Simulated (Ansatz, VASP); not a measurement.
This is a calculation of Ba3Y for Ansatz 0.2.0. Atoms were shifted at random by some hundredths of an Å from the given cell, which wasn't relaxed again for these runs. The cell comes from a database or a generator and needn't be the stable form of this composition.

Contents of input.yaml:

```yaml
crystal:
  lattice:
    - [-2.955986, 2.955986, 5.9338]
    - [2.955986, -2.955986, 5.9338]
    - [2.955986, 2.955986, -5.9338]
  atoms:
    - { symbol: Ba, position: [0.497563, 0.50037, -0.002524] }
    - { symbol: Ba, position: [0.253152, 0.750232, 0.502128] }
    - { symbol: Ba, position: [0.747367, 0.245532, 0.495847] }
    - { symbol: "Y", position: [0.008806, -0.002226, 0.00656] }
hamiltonian:
  xc: pbe
  pseudopotentials: { kind: paw }
kpoints:
  mp_grid: { grid: [7, 7, 7] }
scf:
  occupations: { method: fermi_dirac, width: 0.05 }
output:
  forces: true
  stress: true
  eigenvalues: true
  write_density: true
  write_potential: true
  elf: true
  volumetric_format: npy
```

Potentials or basis: Ansatz PAW.

Command:

```sh
$ ansatz run input.yaml --threads 2 --pin off --max-ram 5120MiB --backend cpu --events-out ev --progress --plain --runs-dir out
```

Translate it to VASP 6.6.1. Potentials or basis there: PBE PAW files Ba_sv, Y_sv, 520 eV.

As run (cutoffs and basis follow the program's own potentials, and thresholds, step limits or extra output files can differ):

File INCAR:

```
ALGO = Normal
EDIFF = 1E-7
ENCUT = 520
GGA = PE
ISIF = 2
ISMEAR = -1
LASPH = True
LCHARG = False
LREAL = False
LWAVE = False
NBANDS = 28
NELM = 80
PREC = Accurate
SIGMA = 0.05
```

KPOINTS

```
k-points
0
Gamma
  7 7 7
```

POSCAR

```
Ba3Y
1.0
   -2.9559860000      2.9559860000      5.9338000000
    2.9559860000     -2.9559860000      5.9338000000
    2.9559860000      2.9559860000     -5.9338000000
Ba Y
3 1
Direct
    0.4975630000      0.5003700000     -0.0025240000
    0.2531520000      0.7502320000      0.5021280000
    0.7473670000      0.2455320000      0.4958470000
    0.0088060000     -0.0022260000      0.0065600000
```

Potentials or basis: VASP PAW PBE potentials, release 64 (Ba_sv, Y_sv).

The run is started by

```bash
$ cat potpaw_PBE.64/Ba_sv/POTCAR potpaw_PBE.64/Y_sv/POTCAR > POTCAR
$ mpirun -np 1 vasp_std > vasp.out
```

Both were run:

|  | Ansatz | VASP |
| --- | --- | --- |
| Pressure | -0.1 GPa | 0.0 GPa |
| Largest force | 0.092 eV/Å | 0.093 eV/Å |

Ansatz's pressure holds a Pulay term of +0.00 GPa for its cutoff of 420 eV, which the other run lacks.

Where Ansatz's input types no cutoff or centring, it takes its own default and a Γ-centred mesh.

Pressure is positive in compression.
